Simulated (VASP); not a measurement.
Here is the system:

```
CELL_PARAMETERS angstrom
      2.72090     0.00000     0.00000
     -1.36045     2.35636     0.00000
      0.00000     0.00000     4.41395
ATOMIC_POSITIONS crystal
  Ir 0.33333 0.66667 0.25000
  Ir 0.66667 0.33333 0.75000
```

Method: PBEsol GGA with spin-orbit coupling, VASP's PBE PAW potentials (set 64) (plane waves; VASP). Settings: 400 eV cut-off, 14×14×8 Γ-centred mesh, Gaussian smearing of 0.050 eV, potentials Ir.

Problem. The job: Ir (relaxed from the hcp structure, space group P6_3/mmc), 2 atoms, PBEsol+SOC, static run, 400 eV, 14×14×8 Γ-centred mesh. Roughly how much core time does it take on a busy server core?

Solution. About 3 core-minutes (one run on a shared machine, a rough figure). It had 120 irreducible k-points, 26 bands, up to 1074 plane waves and 13 electronic steps.

The structure was generated: Ir was put into the hcp type (P6_3/mmc), which need not be its known phase. It was relaxed first.
